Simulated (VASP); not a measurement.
Calculation: PBE GGA, VASP's PBE PAW potentials (set 64) (plane waves; VASP 6.6.1).

The input files of a VASP run:

POSCAR:
```
Ru
1
    1.3550000000    -2.3469290000     0.0000000000
    1.3550000000     2.3469290000     0.0000000000
    0.0000000000     0.0000000000     4.2800000000
Ru
2
Direct
  0.3333330000   0.6666670000   0.2500000000
  0.6666670000   0.3333330000   0.7500000000
```

### KPOINTS
```
Automatic
0
Gamma
14 14 8
```

**INCAR**
```
! general
SYSTEM  = Ru
PREC    = Accurate
ENCUT   = 400
LREAL   = .FALSE.
LASPH   = .TRUE.

! electronic loop
EDIFF   = 1E-6
NELM    = 100
ALGO    = Normal
IMIX    = 1
AMIX    = 1.0
BMIX    = 3.0
LMAXMIX = 4

! smearing
ISMEAR  = 1
SIGMA   = 0.1

! functional
GGA     = PE

! ions
ISIF    = 2

! output
LWAVE   = .FALSE.
LCHARG  = .FALSE.
```

POTCAR, in this order: Ru_pv (PBE.64 set). Program: vasp_std.

The resulting files:

### OSZICAR
```
       N       E                     dE             d eps       ncg     rms          rms(c)
DAV:   1     0.245322146338E+03    0.24532E+03   -0.15851E+04  4354   0.143E+03
DAV:   2    -0.141761241273E+02   -0.25950E+03   -0.25423E+03  4606   0.446E+02
DAV:   3    -0.197459886614E+02   -0.55699E+01   -0.54278E+01  4536   0.703E+01
DAV:   4    -0.198040905958E+02   -0.58102E-01   -0.58060E-01  5362   0.634E+00
DAV:   5    -0.198049763235E+02   -0.88573E-03   -0.88570E-03  4664   0.669E-01    0.176E+01
DAV:   6    -0.183292987791E+02    0.14757E+01   -0.45620E+00  4348   0.231E+01    0.595E+00
DAV:   7    -0.184623755534E+02   -0.13308E+00   -0.26431E-01  4390   0.387E+00    0.119E+00
DAV:   8    -0.184563907681E+02    0.59848E-02   -0.34008E-02  4386   0.203E+00    0.296E-01
DAV:   9    -0.184569902781E+02   -0.59951E-03   -0.23411E-03  4544   0.388E-01    0.103E-01
DAV:  10    -0.184569379955E+02    0.52283E-04   -0.23920E-04  4422   0.170E-01    0.269E-02
DAV:  11    -0.184569473105E+02   -0.93149E-05   -0.26662E-05  4774   0.393E-02    0.119E-02
DAV:  12    -0.184569482183E+02   -0.90783E-06   -0.23281E-06  3454   0.161E-02
   1 F= -.18456948E+02 E0= -.18456479E+02  d E =-.140710E-02
```

File OUTCAR:
```
------------------------ aborting loop because EDIFF is reached ----------------------------------------
  FORCE on cell =-STRESS in cart. coord.  units (eV):
  Direction    XX          YY          ZZ          XY          YZ          ZX
  --------------------------------------------------------------------------------------
  Total        0.5042933      0.5042933      0.3663223      0.0000000     -0.0000000      0.0000000
  in kB       29.6811502     29.6811541     21.5606056      0.0000000     -0.0000000      0.0000000
  external PRESSURE =      26.9743033 kB  Pullay stress =       0.0000000 kB
  volume of cell :       27.22
      direct lattice vectors                 reciprocal lattice vectors
     1.355000000 -2.346929000  0.000000000     0.369003690 -0.213044366  0.000000000
     1.355000000  2.346929000  0.000000000     0.369003690  0.213044366  0.000000000
     0.000000000  0.000000000  4.280000000     0.000000000  0.000000000  0.233644860
 POSITION                                       TOTAL-FORCE (eV/Angst)
 -----------------------------------------------------------------------------------
      1.35500      0.78231      1.07000         0.000000     -0.000000      0.000000
      1.35500     -0.78231      3.21000        -0.000000      0.000000      0.000000
 -----------------------------------------------------------------------------------
    total drift:                               -0.000000      0.000508     -0.000045
  FREE ENERGIE OF THE ION-ELECTRON SYSTEM (eV)
  ---------------------------------------------------
  free  energy   TOTEN  =       -18.4569482183 eV

  energy  without entropy=      -18.4555411147  energy(sigma->0) =      -18.45647918
```
(Selected blocks of OUTCAR.)

OUTCAR:
```
 val. band max:       12.7764004961   @ k =   0.0000   0.0000   0.3750

 cond. band min:      12.8002158604   @ k =   0.2857   0.1429   0.0000


 Fermi energy:        12.7792264744

 k-point     1 :       0.0000    0.0000    0.0000
  band No.  band energies     occupation
      1     -30.8506      2.00000
      2     -29.9187      2.00000
      3     -29.9187      2.00000
      4     -29.7485      2.00000
      5     -29.7485      2.00000
      6     -29.7127      2.00000
      7       4.8186      2.00000
      8       6.6135      2.00000
      9      10.2117      2.00000
     10      10.2117      2.00000
     11      10.4011      2.00000
     12      10.8945      2.00000
     13      10.8945      2.00000
     14      11.3942      2.00000
     15      11.3943      2.00000
     16      13.9710     -0.00000
     17      13.9710     -0.00000
     18      14.1074     -0.00000

 k-point     2 :       0.0714    0.0000    0.0000
  band No.  band energies     occupation
      1     -30.8334      2.00000
      2     -29.9550      2.00000
      3     -29.9311      2.00000
      4     -29.7863      2.00000
      5     -29.7534      2.00000
      6     -29.7204      2.00000
      7       5.0070      2.00000
      8       6.7566      2.00000
      9       9.8765      2.00000
     10      10.3641      2.00000
     11      10.6875      2.00000
     12      10.8191      2.00000
     13      11.0348      2.00000
     14      11.2044      2.00000
     15      11.2790      2.00000
     16      12.6598      2.07062
     17      14.0430     -0.00000
     18      15.6799      0.00000

 k-point     3 :       0.1429    0.0000    0.0000
  band No.  band energies     occupation
      1     -30.7836      2.00000
      2     -30.0570      2.00000
      3     -29.9646      2.00000
      4     -29.8911      2.00000
      5     -29.7679      2.00000
      6     -29.7446      2.00000
      7       5.5370      2.00000
      8       7.1195      2.00000
      9       9.4329      2.00000
...
```

The compound is Ru in the hcp structure. The cell was not relaxed at this level. The run is one of a series of settings (AMIX = 1.0, BMIX = 3.0, IMIX = 1 against the base run), some of them coarse on purpose.
